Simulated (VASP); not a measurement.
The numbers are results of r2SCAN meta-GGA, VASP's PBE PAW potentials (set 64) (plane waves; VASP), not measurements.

The input files of a VASP run:

**KPOINTS_OPT**
```
k-points along high-symmetry lines
10
Line-mode
Reciprocal
  0.000000   0.000000   0.000000 ! GAMMA
  0.500000   0.000000   0.500000 ! X

  0.500000   0.000000   0.500000 ! X
  0.625000   0.250000   0.625000 ! U

  0.375000   0.375000   0.750000 ! K
  0.000000   0.000000   0.000000 ! GAMMA

  0.000000   0.000000   0.000000 ! GAMMA
  0.500000   0.500000   0.500000 ! L

  0.500000   0.500000   0.500000 ! L
  0.500000   0.250000   0.750000 ! W

  0.500000   0.250000   0.750000 ! W
  0.500000   0.000000   0.500000 ! X
```

**INCAR**
```
# general
SYSTEM  = NiSi2
PREC    = Accurate
ENCUT   = 400
LREAL   = .FALSE.
LASPH   = .TRUE.

# electronic loop
EDIFF   = 1E-7
NELM    = 100
ALGO    = Normal
LMAXMIX = 4
LMIXTAU = .TRUE.

# smearing
ISMEAR  = -5

# functional
METAGGA = R2SCAN

# ions
ISIF    = 2

# output
LWAVE   = .FALSE.
LCHARG  = .FALSE.
LORBIT  = 11
NEDOS   = 601

# other
LEFG    = .TRUE.
```

POSCAR:
```
NiSi2
1
   -0.0000000000     2.6922786862     2.6922786862
    2.6922786862     0.0000000000     2.6922786862
    2.6922786862     2.6922786862    -0.0000000000
Si Ni
2 1
Direct
  0.2500000000   0.2500000000   0.2500000000
  0.7500000000   0.7500000000   0.7500000000
  0.0000000000   0.0000000000   0.0000000000
```

File KPOINTS:
```
Regular mesh
0
gamma
 11 11 11
```

POTCAR, in this order: Si Ni (PBE.64 set). Program: vasp_std.

What VASP printed:

OSZICAR:
```
       N       E                     dE             d eps       ncg     rms          rms(c)
DAV:   1     0.479753281142E+02    0.47975E+02   -0.69452E+03  1480   0.118E+03
DAV:   2    -0.311007347144E+02   -0.79076E+02   -0.74498E+02  1536   0.235E+02
DAV:   3    -0.344874534927E+02   -0.33867E+01   -0.33357E+01  1844   0.559E+01
DAV:   4    -0.345473547621E+02   -0.59901E-01   -0.59756E-01  1752   0.712E+00
DAV:   5    -0.345489866549E+02   -0.16319E-02   -0.16346E-02  1889   0.123E+00    0.164E+01
DAV:   6    -0.362167286351E+02   -0.16677E+01   -0.50127E+01  1599   0.180E+02    0.237E+01
DAV:   7    -0.306158644777E+02    0.56009E+01   -0.13343E+01  1749   0.109E+02    0.471E+00
DAV:   8    -0.305674395090E+02    0.48425E-01   -0.21461E+00  2137   0.277E+01    0.358E+00
DAV:   9    -0.305145349831E+02    0.52905E-01   -0.23531E-01  1778   0.111E+01    0.579E-01
DAV:  10    -0.305351289808E+02   -0.20594E-01   -0.28557E-02  1944   0.295E+00    0.493E-01
DAV:  11    -0.305277805826E+02    0.73484E-02   -0.39488E-02  1832   0.517E+00    0.635E-01
DAV:  12    -0.305330522276E+02   -0.52716E-02   -0.20182E-02  1722   0.368E+00    0.530E-02
DAV:  13    -0.305329520815E+02    0.10015E-03   -0.53481E-04  1721   0.431E-01    0.215E-02
DAV:  14    -0.305329641555E+02   -0.12074E-04   -0.17759E-05  2149   0.515E-02    0.145E-02
DAV:  15    -0.305329511425E+02    0.13013E-04   -0.68498E-06  1847   0.525E-02    0.151E-02
DAV:  16    -0.305329603073E+02   -0.91648E-05   -0.99358E-06  1759   0.586E-02    0.284E-03
DAV:  17    -0.305329607188E+02   -0.41151E-06   -0.25990E-07  1601   0.490E-03    0.281E-03
DAV:  18    -0.305329614195E+02   -0.70072E-06   -0.74370E-09   873   0.124E-03    0.304E-03
DAV:  19    -0.305329656322E+02   -0.42127E-05   -0.17161E-07  1210   0.691E-03    0.734E-04
DAV:  20    -0.305329641991E+02    0.14331E-05   -0.21149E-08   833   0.263E-03    0.856E-04
DAV:  21    -0.305329646701E+02   -0.47102E-06   -0.42602E-09   833   0.781E-04    0.733E-04
DAV:  22    -0.305329643034E+02    0.36665E-06   -0.23223E-09   803   0.560E-04    0.535E-04
DAV:  23    -0.305329653874E+02   -0.10840E-05   -0.44801E-09   818   0.170E-03    0.185E-04
DAV:  24    -0.305329654612E+02   -0.73760E-07   -0.15169E-09   793   0.587E-04
   1 F= -.30532965E+02 E0= -.30532965E+02  d E =0.000000E+00
       N       E                     dE             ncg
       N       E                     dE             ncg
```

File OUTCAR:
```
------------------------ aborting loop because EDIFF is reached ----------------------------------------
  FORCE on cell =-STRESS in cart. coord.  units (eV):
  Direction    XX          YY          ZZ          XY          YZ          ZX
  --------------------------------------------------------------------------------------
  Total       -0.1291306     -0.1291306     -0.1291306     -0.0000000     -0.0000000      0.0000000
  in kB       -5.3009030     -5.3009030     -5.3009030     -0.0000000     -0.0000000      0.0000000
  external PRESSURE =      -5.3009030 kB  Pullay stress =       0.0000000 kB
  volume of cell :       39.03
      direct lattice vectors                 reciprocal lattice vectors
     0.000000000  2.692278686  2.692278686    -0.185716287  0.185716287  0.185716287
     2.692278686  0.000000000  2.692278686     0.185716287 -0.185716287  0.185716287
     2.692278686  2.692278686  0.000000000     0.185716287  0.185716287 -0.185716287
 POSITION                                       TOTAL-FORCE (eV/Angst)
 -----------------------------------------------------------------------------------
      1.34614      1.34614      1.34614         0.000000      0.000000      0.000000
      4.03842      4.03842      4.03842         0.000000     -0.000000      0.000000
      0.00000      0.00000      0.00000        -0.000000     -0.000000     -0.000000
 -----------------------------------------------------------------------------------
    total drift:                               -0.000000     -0.000000      0.000000
  FREE ENERGIE OF THE ION-ELECTRON SYSTEM (eV)
  ---------------------------------------------------
  free  energy   TOTEN  =       -30.5329654612 eV

  energy  without entropy=      -30.5329654612  energy(sigma->0) =      -30.53296546

 total charge

# of ion       s       p       d       tot
------------------------------------------
    1        0.722   0.870   0.000   1.592
    2        0.722   0.870   0.000   1.592
    3        0.583   0.869   8.452   9.904
--------------------------------------------------
tot          2.026   2.609   8.452  13.087

 Electric field gradients after diagonalization (V/A^2)
 (convention: |V_zz| > |V_xx| > |V_yy|)
----------------------------------------------------------------------
 ion       V_xx      V_yy      V_zz     asymmetry (V_yy - V_xx)/ V_zz
----------------------------------------------------------------------
   1       0.000     0.000    -0.000       0.000
   2       0.000     0.000    -0.000       0.000
   3      -0.002    -0.002     0.005       0.000
```
(Selected blocks of OUTCAR.)

### OUTCAR
```
 val. band max:       10.9726934591   @ k =   0.1818   0.0000   0.0000

 cond. band min:      10.4086388027   @ k =   0.1818   0.1818   0.0000


 Fermi energy:        10.6899170537

 k-point     1 :       0.0000    0.0000    0.0000
  band No.  band energies     occupation
      1      -4.0980      2.00000
      2       5.0466      2.00000
      3       5.0466      2.00000
      4       5.0466      2.00000
      5       6.8040      2.00000
      6       6.8040      2.00000
      7      10.7857      1.72725
      8      12.3787      0.00000
      9      12.3787      0.00000
     10      12.3787      0.00000
     11      12.9225      0.00000
     12      12.9225      0.00000
     13      12.9225      0.00000

 k-point     2 :       0.0909    0.0000    0.0000
  band No.  band energies     occupation
      1      -3.9678      2.00000
      2       4.7973      2.00000
      3       5.0886      2.00000
      4       5.0886      2.00000
      5       6.7808      2.00000
      6       6.7808      2.00000
      7      10.2980      2.02330
      8      11.5077     -0.19343
      9      11.7544      0.00000
     10      11.7544      0.00000
     11      13.5395      0.00000
     12      13.5396      0.00000
     13      14.4087      0.00000

 k-point     3 :       0.1818    0.0000    0.0000
  band No.  band energies     occupation
      1      -3.5795      2.00000
      2       4.0870      2.00000
      3       5.2010      2.00000
      4       5.2010      2.00000
      5       6.7358      2.00000
      6       6.7358      2.00000
      7       8.8840      2.00000
      8      10.9727      1.45897
      9      10.9727      0.10801
     10      11.7556      0.00000
     11      13.5956      0.00000
     12      13.5956      0.00000
     13      14.8834      0.00000

 k-point     4 :       0.2727    0.0000    0.0000
  band No.  band energies     occupation
      1      -2.9418      2.00000
      2       3.0023      2.00000
      3       5.3412      2.00000
...
```

For a metal the tetrahedron method with Blöchl corrections gives inexact stress and forces.

The compound is NiSi2 in the fluorite structure. It was relaxed first. The run is not spin-polarised, so no magnetic state was tried.
